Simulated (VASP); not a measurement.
Ni (space group Fm-3m): the measured cell of entry 9013024 of the Crystallography Open Database is

```cif
data_Ni4
_chemical_formula_sum 'Ni4'
_space_group_name_H-M_alt 'Fm-3m'
_space_group_IT_number 225
_space_group_name_Hall '-F 4 2 3'
_cell_length_a 3.52400
_cell_length_b 3.52400
_cell_length_c 3.52400
_cell_angle_alpha 90.000
_cell_angle_beta 90.000
_cell_angle_gamma 90.000
loop_
_atom_site_label
_atom_site_type_symbol
_atom_site_symmetry_multiplicity
_atom_site_Wyckoff_symbol
_atom_site_fract_x
_atom_site_fract_y
_atom_site_fract_z
_atom_site_occupancy
Ni1 Ni 4 a 0.00000 0.00000 0.00000 1
```
(The calculation used a cell of 1 atom; values per cell refer to that cell.)

Method: r2SCAN+rVV10, VASP's PBE PAW potentials (set 64) (plane waves; VASP 6.6.1). Numerical set-up: 400 eV cut-off, 20×20×20 Γ-centred mesh, tetrahedra with Blöchl corrections, potentials Ni.

The calculation is for a static lattice at zero pressure; the measurement, at 293 K, holds thermal and zero-point expansion. The entry's conditions were not checked, so it may have been measured under pressure.

### Question
How far does the relaxed conventional cell lie from the measured one?

### Answer

```tsv
	measured	computed	difference
a (Å)	3.524	3.465	-1.7 %
V (Å³/atom)	10.94	10.40	-4.9 %
```

The structure comes from a measured Ni entry (Fm-3m) of the Crystallography Open Database, whose conditions weren't checked. It was relaxed first. Symmetry was kept, so distortions that lower it aren't found.
